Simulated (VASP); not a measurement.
# From one sheet to two: 1T-PtSe2 monolayer, part 2 of 6

What are the lattice, gap and band positions of 1T-PtSe2 monolayer, and what does a second sheet change?

VASP 6.6.1, plane waves and PAW; the level of theory is named at each step.

So far. Step 2 (Relaxing the monolayer): The run ended after 6 ionic steps, 0.010 eV below its first step, once forces and stress met EDIFFG = -0.015.

## 3. A second relaxation

Level of this step: optB86b-vdW; plane waves and PAW (Pt, Se) (VASP).

The plane waves were chosen for the start cell, so the relaxation is repeated from its end.

INCAR reads:

```
SYSTEM = PtSe2
PREC = Normal
ENCUT = 350
EDIFF = 1E-06
NELM = 120
ISMEAR = 0
SIGMA = 0.03
LREAL = .FALSE.
ALGO = Normal
GGA = MK
AGGAC = 0
LUSE_VDW = .TRUE.
PARAM1 = 0.1234
PARAM2 = 1
LASPH = .TRUE.
NBANDS = 17
LORBIT = 11
LWAVE = .FALSE.
LCHARG = .FALSE.
KPAR = 4
IBRION = 2
NSW = 30
ISIF = 3
EDIFFG = -0.015
POTIM = 0.4
IDIPOL = 3
LDIPOL = .TRUE.
DIPOL = 0.5 0.5 0.5
LATTICE_CONSTRAINTS = .TRUE. .TRUE. .FALSE.
```

POSCAR reads:

```
PtSe2
1.0
    3.7077323683      0.0000000000      0.0000000000
   -1.8538661842      3.2109904214      0.0000000000
    0.0000000000      0.0000000000     22.0000000000
Pt Se
1 2
Direct
    0.0000000000      0.0000000000      0.5000000000
    0.3333333333      0.6666666667      0.4394234961
    0.6666666667      0.3333333333      0.5605765039
```

KPOINTS reads:

```
Automatic mesh
0
Gamma
9 9 1
0 0 0
```

The projector-augmented-wave data sets are Pt and Se (PBE family, release 64).

On the command line:

```
$ mpirun -np 4 vasp_std
```

Output:

```text
[banner, memory and clock lines left out]
running    4 mpi-ranks, on    1 nodes
 distrk:  each k-point on    1 cores,    4 groups
 distr:  one band on    1 cores,    1 groups

 POSCAR found type information on POSCAR PtSe
 POSCAR found :  2 types and       3 ions
 [... a notice as in an earlier step ...]

 [... a notice as in an earlier step ...]

 LDA part: xc-table for (Slater+PW92), standard interpolation
 POSCAR, INCAR and KPOINTS ok, starting setup
 FFT: planning ... GRIDC
 FFT: planning ... GRID_SOFT
 FFT: planning ... GRID
 WAVECAR not read
 entering main loop
       N       E                     dE             d eps       ncg     rms          rms(c)
DAV:   1     0.148720484457E+03    0.14872E+03   -0.62072E+03   408   0.698E+02
DAV:   2     0.471139710814E+01   -0.14401E+03   -0.13780E+03   628   0.153E+02
DAV:   3    -0.919268254400E+01   -0.13904E+02   -0.13796E+02   505   0.589E+01
DAV:   4    -0.938003259261E+01   -0.18735E+00   -0.18716E+00   519   0.790E+00
DAV:   5    -0.938325176299E+01   -0.32192E-02   -0.32180E-02   563   0.994E-01    0.120E+01
DAV:   6    -0.874002958245E+01    0.64322E+00   -0.48363E+00   498   0.199E+01    0.668E+00
DAV:   7    -0.857999206842E+01    0.16004E+00   -0.13945E+00   467   0.113E+01    0.313E+00
DAV:   8    -0.853437459291E+01    0.45617E-01   -0.10609E-01   514   0.317E+00    0.733E-01
DAV:   9    -0.853146369881E+01    0.29109E-02   -0.26414E-02   513   0.134E+00    0.214E-01
DAV:  10    -0.853162890702E+01   -0.16521E-03   -0.14315E-03   534   0.255E-01    0.193E-01
DAV:  11    -0.853184552383E+01   -0.21662E-03   -0.35874E-04   487   0.167E-01    0.172E-01
DAV:  12    -0.853191375748E+01   -0.68234E-04   -0.93008E-04   496   0.240E-01    0.192E-01
DAV:  13    -0.853177291337E+01    0.14084E-03   -0.13706E-04   446   0.662E-02    0.107E-01
DAV:  14    -0.853173641188E+01    0.36501E-04   -0.49774E-05   454   0.357E-02    0.625E-02
DAV:  15    -0.853173474479E+01    0.16671E-05   -0.17518E-05   451   0.242E-02    0.344E-02
DAV:  16    -0.853174674377E+01   -0.11999E-04   -0.40428E-05   451   0.310E-02    0.784E-03
DAV:  17    -0.853176462060E+01   -0.17877E-04   -0.54171E-06   496   0.102E-02    0.203E-02
DAV:  18    -0.853178042069E+01   -0.15800E-04   -0.73119E-06   450   0.126E-02    0.393E-03
DAV:  19    -0.853178377281E+01   -0.33521E-05   -0.41967E-07   436   0.298E-03    0.237E-03
DAV:  20    -0.853178672260E+01   -0.29498E-05   -0.89556E-07   409   0.477E-03    0.293E-03
DAV:  21    -0.853178748643E+01   -0.76382E-06   -0.10283E-07   433   0.208E-03
   1 F= -.85317875E+01 E0= -.85317875E+01  d E =-.853179E+01
 curvature:   0.00 expect dE= 0.000E+00 dE for cont linesearch  0.000E+00
 trial: gam= 0.00000 g(F)=  0.147E-08 g(S)=  0.578E-06 ort = 0.000E+00 (trialstep = 0.100E+01)
 search vector abs. value=  0.579E-06
 reached required accuracy - stopping structural energy minimisation
```

Wall time 59 s (4 MPI ranks of Intel Xeon 6975P-C (Granite Rapids), shared host); peak memory 1.6 GiB; 3.9 min of CPU time.

OUTCAR, selected parts (step 3):

```text
  LATTYP: Found a hexagonal cell.
 ALAT       =     3.7077323683
 C/A-ratio  =     5.9335458482

The static configuration has the point symmetry D_3d.

 Found     12 irreducible k-points:

   ENCUT  =  350.0 eV  25.72 Ry    5.07 a.u.   5.66  5.66 33.56*2*pi/ulx,y,z

   NELECT =      22.0000    total number of electrons

 E-fermi :  -3.0362

 k-point     1 :       0.0000    0.0000    0.0000
  band No.  band energies     occupation
    ...
      7      -6.0743      2.00000
      8      -4.5383      2.00000
      9      -3.9249      2.00000
     10      -3.2025      2.00000
     11      -3.2025      2.00000
     12      -0.2965      0.00000
     13      -0.2965      0.00000
     14       0.9905      0.00000
     15       1.5823      0.00000
     16       2.1830      0.00000
    ...

 k-point     2 :       0.1111    0.0000    0.0000
  band No.  band energies     occupation
    ...
      7      -6.1629      2.00000
      8      -4.9172      2.00000
      9      -3.7056      2.00000
     10      -3.3196      2.00000
     11      -3.2066      2.00000
     12      -1.0756      0.00000
     13      -0.4783      0.00000
     14       1.3674      0.00000
     15       1.7580      0.00000
     16       2.4441      0.00000
    ...

Total vdW correction in eV:      3.8368311

  Total       -0.0047383     -0.0047383     -0.0836243      0.0000000      0.0000000      0.0000000
  in kB       -0.0289845     -0.0289845     -0.5115322      0.0000000      0.0000000      0.0000000
  external PRESSURE =      -0.1898337 kB  Pullay stress =       0.0000000 kB

  energy-cutoff  :      350.00
  volume of cell :      261.92
      direct lattice vectors                 reciprocal lattice vectors
     3.707732368  0.000000000  0.000000000     0.269706629  0.155715195  0.000000000
    -1.853866184  3.210990421  0.000000000     0.000000000  0.311430390  0.000000000
     0.000000000  0.000000000 22.000000000     0.000000000  0.000000000  0.045454545

 POSITION                                       TOTAL-FORCE (eV/Angst)
 -----------------------------------------------------------------------------------
      0.00000      0.00000     11.00000         0.000000      0.000000      0.000000
     -0.00000      2.14066      9.66732        -0.000000      0.000000     -0.000138
      1.85387      1.07033     12.33268         0.000000     -0.000000      0.000138
 -----------------------------------------------------------------------------------
    total drift:                               -0.000000      0.000000      0.000000

  FREE ENERGIE OF THE ION-ELECTRON SYSTEM (eV)
  ---------------------------------------------------
  free  energy   TOTEN  =        -8.5317874864 eV

  energy  without entropy=       -8.5317874864  energy(sigma->0) =       -8.53178749

Total vdW correction in eV:      3.8368254

 vacuum level on the upper side and lower side of the slab         2.331         2.331

 total charge
# of ion       s       p       d       tot
------------------------------------------
    1        0.671   0.684   8.000   9.355
    2        1.481   2.243   0.055   3.779
    3        1.481   2.243   0.055   3.779
--------------------------------------------------
tot          3.633   5.171   8.110  16.914

[... 5 parts as in an earlier step ...]

[... 7 further parts left out ...]
```

Little changed from the start: no atom moved by 0.005 Å and no cell edge by 0.1 %.

Numbers from this step:

| Quantity | Value |
| --- | --- |
| electronic cycles | 21 |
| free energy (TOTEN) | -8.532 eV |
| Fermi energy | -3.036 eV |

The start already met the threshold, so nothing moved.

## 4. Vacuum level and density of states

A static run writes the electrostatic potential without exchange and correlation (LVHAR), which is flat in the vacuum and gives the level to count from. The dipole correction cancels the field that unlike faces would set up across the vacuum.

INCAR reads:

```
SYSTEM = PtSe2
PREC = Normal
ENCUT = 350
EDIFF = 1E-06
NELM = 120
ISMEAR = 0
SIGMA = 0.03
LREAL = .FALSE.
ALGO = Fast
GGA = MK
AGGAC = 0
LUSE_VDW = .TRUE.
PARAM1 = 0.1234
PARAM2 = 1
LASPH = .TRUE.
NBANDS = 17
LORBIT = 11
LWAVE = .FALSE.
LCHARG = .TRUE.
IDIPOL = 3
LDIPOL = .TRUE.
DIPOL = 0.5 0.5 0.5
LVHAR = .TRUE.
LVACPOTAV = .TRUE.
NEDOS = 1500
LELF = .TRUE.
```

POSCAR is that of step 3.

KPOINTS is that of step 3.

KPOINTS_OPT reads:

```
Line mode
14
Line-mode
Reciprocal
  0.00000000   0.00000000   0.00000000 GAMMA
  0.50000000   0.00000000   0.00000000 M

  0.50000000   0.00000000   0.00000000 M
  0.33333333   0.33333333   0.00000000 K

  0.33333333   0.33333333   0.00000000 K
  0.00000000   0.00000000   0.00000000 GAMMA
```

On the command line:

```
$ mpirun -np 4 vasp_std
```

Output:

```text
[banner, memory and clock lines left out]
running    4 mpi-ranks, on    1 nodes
 distrk:  each k-point on    4 cores,    1 groups
 distr:  one band on    1 cores,    4 groups

 POSCAR found type information on POSCAR PtSe
 POSCAR found :  2 types and       3 ions
 [... a notice as in an earlier step ...]

 [... a notice as in an earlier step ...]

 LDA part: xc-table for (Slater+PW92), standard interpolation
|                                                                             |
|           W    W    AA    RRRRR   N    N  II  N    N   GGGG   !!!           |
|           W    W   A  A   R    R  NN   N  II  NN   N  G    G  !!!           |
|           W    W  A    A  R    R  N N  N  II  N N  N  G       !!!           |
|           W WW W  AAAAAA  RRRRR   N  N N  II  N  N N  G  GGG   !            |
|           WW  WW  A    A  R   R   N   NN  II  N   NN  G    G                |
|           W    W  A    A  R    R  N    N  II  N    N   GGGG   !!!           |
|                                                                             |
|     The number of bands has been changed from the values supplied in        |
|     The orbitals not found in the WAVECAR file will be initialized with     |
|     random numbers, which is usually adequate. For correlated               |
|     calculations, however, you should redo the groundstate calculation.     |
|     I found NBANDS = 17. Now, NBANDS = 20.                                  |
|                                                                             |

 POSCAR, INCAR and KPOINTS ok, starting setup
 FFT: planning ... GRIDC
 FFT: planning ... GRID_SOFT
 FFT: planning ... GRID
 WAVECAR not read
 entering main loop
       N       E                     dE             d eps       ncg     rms          rms(c)
DAV:   1     0.138360392307E+03    0.13836E+03   -0.59799E+03   488   0.589E+02
DAV:   2     0.365745533598E+01   -0.13470E+03   -0.12776E+03   668   0.134E+02
DAV:   3    -0.918651928151E+01   -0.12844E+02   -0.12744E+02   612   0.499E+01
DAV:   4    -0.938010250573E+01   -0.19358E+00   -0.19346E+00   584   0.697E+00
DAV:   5    -0.938327829835E+01   -0.31758E-02   -0.31757E-02   632   0.885E-01    0.120E+01
RMM:   6    -0.874407467268E+01    0.63920E+00   -0.39450E+00   513   0.966E+00    0.658E+00
RMM:   7    -0.857071741366E+01    0.17336E+00   -0.62079E-01   480   0.417E+00    0.314E+00
RMM:   8    -0.853225247919E+01    0.38465E-01   -0.62136E-02   541   0.153E+00    0.452E-01
RMM:   9    -0.853158485069E+01    0.66763E-03   -0.17797E-02   593   0.708E-01    0.179E-01
RMM:  10    -0.853170206664E+01   -0.11722E-03   -0.16442E-03   641   0.215E-01    0.163E-01
RMM:  11    -0.853191546103E+01   -0.21339E-03   -0.59348E-04   624   0.118E-01    0.190E-01
RMM:  12    -0.853182860041E+01    0.86861E-04   -0.13636E-03   624   0.193E-01    0.311E-01
RMM:  13    -0.853171468271E+01    0.11392E-03   -0.95350E-05   612   0.533E-02    0.190E-01
RMM:  14    -0.853171526889E+01   -0.58618E-06   -0.10956E-05   633   0.183E-02    0.183E-01
RMM:  15    -0.853171512251E+01    0.14638E-06   -0.28488E-06   549   0.900E-03
|                                                                             |
|           W    W    AA    RRRRR   N    N  II  N    N   GGGG   !!!           |
|           W    W   A  A   R    R  NN   N  II  NN   N  G    G  !!!           |
|           W    W  A    A  R    R  N N  N  II  N N  N  G       !!!           |
|           W WW W  AAAAAA  RRRRR   N  N N  II  N  N N  G  GGG   !            |
|           WW  WW  A    A  R   R   N   NN  II  N   NN  G    G                |
|           W    W  A    A  R    R  N    N  II  N    N   GGGG   !!!           |
|                                                                             |
|     Did not find any points to average over, which means that no vacuum     |
|     field-free region was found. Please increase the size of  your cell     |
|     in the dimension of the dipole correction to obtain accurate            |
|     workfunction values.                                                    |
|                                                                             |

   1 F= -.85317151E+01 E0= -.85317151E+01  d E =-.103705E-12
 Start KPOINTS_OPT (optional k-point list driver)
k-point batch [1-12\42]
       N       E                     dE             ncg
DAV:   1    -0.270711903240E+03   -0.26935E+04      480
DAV:   2    -0.188461337128E+04   -0.16139E+04      656
DAV:   3    -0.206314684867E+04   -0.17853E+03      588
DAV:   4    -0.206646898199E+04   -0.33221E+01      568
DAV:   5    -0.206652926199E+04   -0.60280E-01      640
DAV:   6    -0.206653077327E+04   -0.15113E-02      644
DAV:   7    -0.206653080098E+04   -0.27708E-04      656
DAV:   8    -0.206653080168E+04   -0.70458E-06      468
[...]
k-point batch [37-42\42]
       N       E                     dE             ncg
DAV:   1     0.256741668841E+04   -0.53154E+03      240
DAV:   2     0.182200488631E+04   -0.74541E+03      300
DAV:   3     0.172861557227E+04   -0.93389E+02      312
DAV:   4     0.172675259164E+04   -0.18630E+01      276
DAV:   5     0.172672036485E+04   -0.32227E-01      304
DAV:   6     0.172671941385E+04   -0.95100E-03      320
DAV:   7     0.172671939122E+04   -0.22635E-04      320
DAV:   8     0.172671938987E+04   -0.13499E-05      280
DAV:   9     0.172671938985E+04   -0.11586E-07      180
```

Elapsed: 22 s, on 4 MPI ranks; peak memory 0.99 GiB.

From OUTCAR (step 4):

```text
The static configuration has the point symmetry D_3d.

 Found     12 irreducible k-points:

   k-points           NKPTS =     12   k-points in BZ     NKDIM =     12   number of bands    NBANDS=     20

   NELECT =      22.0000    total number of electrons

 E-fermi :  -3.0735

 k-point     1 :       0.0000    0.0000    0.0000
  band No.  band energies     occupation
    ...
      7      -6.0808      2.00000
      8      -4.5470      2.00000
      9      -3.9383      2.00000
     10      -3.2167      2.00000
     11      -3.2167      2.00000
     12      -0.3087      0.00000
     13      -0.3087      0.00000
     14       0.9546      0.00000
     15       1.5147      0.00000
     16       2.2831      0.00000
    ...

 k-point     2 :       0.1111    0.0000    0.0000
  band No.  band energies     occupation
    ...
      7      -6.1697      2.00000
      8      -4.9267      2.00000
      9      -3.7190      2.00000
     10      -3.3318      2.00000
     11      -3.2202      2.00000
     12      -1.0872      0.00000
     13      -0.4904      0.00000
     14       1.3231      0.00000
     15       1.6899      0.00000
     16       2.5842      0.00000
    ...

Total vdW correction in eV:      3.8372240

  Total       -0.0060951     -0.0060951     -0.1068400      0.0000000      0.0000000      0.0000000
  in kB       -0.0372840     -0.0372840     -0.6535433      0.0000000      0.0000000      0.0000000
  external PRESSURE =      -0.2427038 kB  Pullay stress =       0.0000000 kB

 POSITION                                       TOTAL-FORCE (eV/Angst)
 -----------------------------------------------------------------------------------
      0.00000      0.00000     11.00000         0.000000      0.000000      0.000000
     -0.00000      2.14066      9.66732        -0.000000      0.000000     -0.000233
      1.85387      1.07033     12.33268         0.000000     -0.000000      0.000233
 -----------------------------------------------------------------------------------
    total drift:                               -0.000000      0.000000      0.000000

  FREE ENERGIE OF THE ION-ELECTRON SYSTEM (eV)
  ---------------------------------------------------
  free  energy   TOTEN  =        -8.5317151225 eV

  energy  without entropy=       -8.5317151225  energy(sigma->0) =       -8.53171512

Total vdW correction in eV:      3.8357454

 vacuum level on the upper side and lower side of the slab         2.602         2.602

 total charge
# of ion       s       p       d       tot
------------------------------------------
    1        0.671   0.684   7.997   9.352
    2        1.481   2.245   0.055   3.781
    3        1.481   2.245   0.055   3.781
--------------------------------------------------
tot          3.633   5.173   8.108  16.914

[... 8 parts as in an earlier step ...]

[... 5 further parts left out ...]
```

Numbers from this step:

- electronic cycles: 15
- Fermi energy: -3.074 eV
- least gap on mesh and path: 1.292 eV
- least direct gap on mesh and path: 1.527 eV
- vacuum levels: 2.602, 2.602 eV
- ionisation potentials of the upper and lower face: 5.814, 5.814 eV
- electron affinities of the upper and lower face: 4.521, 4.521 eV

Electronic bands along the path, in eV, zero at the valence-band top; v1 is the highest filled band, c1 the lowest empty one:

```tsv
point	v4	v3	v2	v1	c1	c2	c3	c4
Γ	-1.34	-0.73	0.00	0.00	2.90	2.90	4.17	4.73
0.54 of the way	-2.29	-0.80	-0.44	-0.39	1.38	2.49	5.23	5.63
M	-2.31	-1.96	-1.77	-1.49	2.34	2.64	4.57	6.10
0.46 of the way	-2.34	-2.33	-1.28	-1.02	1.92	2.20	5.25	7.01
K	-2.52	-2.31	-0.99	-0.99	1.72	1.72	5.92	7.93
0.46 of the way	-2.27	-1.10	-0.86	-0.14	1.59	1.88	5.90	5.91
Γ	-1.34	-0.73	0.00	0.00	2.90	2.90	4.17	4.73
```

Of the projections kept (Pt, Se), the largest for each band there; the rest of the weight can lie on other orbitals:

```tsv
point	v4	v3	v2	v1	c1	c2	c3	c4
Γ	Pt 0.79	Se 0.98	Se 0.91	Se 0.91	Se 0.61	Se 0.61	Se 0.59	Se 0.94
M	Pt 1.00	Pt 0.90	Se 0.80	Se 0.88	Pt 0.51	Se 0.59	Pt 0.61	Se 0.63
K	Pt 0.98	Se 0.78	Pt 0.71	Pt 0.71	Se 0.51	Se 0.51	Pt 0.55	Se 0.57
Γ	Pt 0.79	Se 0.98	Se 0.91	Se 0.91	Se 0.61	Se 0.61	Se 0.59	Se 0.94
```

Zero at the Fermi level. Table of planar average of the electrostatic potential by height:

```tsv
height (Å)	planar average of the electrostatic potential (eV)
0	5.68
1	5.68
2	5.68
3	5.68
4	5.68
5	5.68
6	5.68
7	5.65
8	5.30
9	-0.888
10	-7.87
11	-11.1
12	-7.87
13	-0.888
14	5.30
15	5.65
16	5.68
17	5.68
18	5.68
19	5.68
20	5.68
21	5.68
```

Density of states in the PAW spheres, an atom over height of the layer and energy from the Fermi level.

Ten even steps from '0' (0.00 states/eV) to '9' (3.96 states/eV), each cell a mean:
```
000
000
222
131
010
131
010
191
020
040
040
151
020
151
171
020
010
000
000
000
000
000
```
Columns: height of the layer (Å) from 9.7 to 12.3; rows upwards: energy from the Fermi level (eV) from -7.9 to 0.5.

Valence density in the ca plane at fractional y = 0.000, with atoms of Pt within 0.2 Å of it. It is the smooth field of the valence electrons, not physical close to the nuclei.

Values in e/Å³, 6 rows by 16 columns, each cell a mean:
```
0.0 0.0 0.0 0.0 0.0 0.0 0.0 0.2 1.9 1.5 0.1 0.0 0.0 0.0 0.0 0.0
0.0 0.0 0.0 0.0 0.0 0.0 0.1 0.2 0.6 0.5 0.2 0.0 0.0 0.0 0.0 0.0
0.0 0.0 0.0 0.0 0.0 0.0 0.1 0.3 0.2 0.3 0.3 0.1 0.0 0.0 0.0 0.0
0.0 0.0 0.0 0.0 0.0 0.0 0.1 0.3 0.3 0.3 0.3 0.1 0.0 0.0 0.0 0.0
0.0 0.0 0.0 0.0 0.0 0.0 0.0 0.2 0.9 0.7 0.2 0.0 0.0 0.0 0.0 0.0
0.0 0.0 0.0 0.0 0.0 0.0 0.0 0.3 2.3 1.8 0.1 0.0 0.0 0.0 0.0 0.0
```
Columns run along c (16.0 Å, from fractional 0.11 to 0.83 of the cell), rows up along a (3.7 Å). Atoms in or near the plane, at fractional coordinates: Pt at (0.50, 0.00).

ELF in the ca plane at fractional y = 0.000, with atoms of Pt within 0.2 Å of it. It is the smooth field of the valence electrons, not physical close to the nuclei.

Ten even steps from '0' (0.00) to '9' (0.73), each cell a mean:
```
00000000000000000001353001442100000000000000
00000000000000000012344223443210000000000000
00000000000000001345654444566532100000000000
00000000000000024688875334688875310000000000
00000000020000136899985224799997420000200000
00000000000000125799985324789986310000000000
00000000000000012467765434677653100000000000
00000000000000000123444444444321000001000000
00000000000000000001343102442100000000000000
00000000000000000001352011542000000000000000
```
Columns run along c (16.0 Å, from fractional 0.11 to 0.83 of the cell), rows up along a (3.7 Å). Atoms in or near the plane, at fractional coordinates: Pt at (0.50, 0.00).

The map of layer states is cut here 0.5 eV above the Fermi level, so it leaves out the states above that.

The vacuum level lies 5.81 eV above the highest filled level at the upper face; both faces agree, as the slab has next to no dipole.

The program found no field-free point at its default tolerance, but its printed level agrees with the flat part of the planar average.

(Part 2 of 6 ends here.)

[Lines on the potential files, build, host, timing and source positions are cut from VASP's logs without a mark.]

[Logs are printed without paths, hosts, clocks, repeated set-up lines and the standing remarks that a program may print on its own settings, such as how far it seeks lower states.]

[Hosts, paths, dates, database ids (printed as entryN), source tags and the programs' standing remarks are cut or masked in the printed files.]

[Runs that stopped without an error message from VASP are left out.]
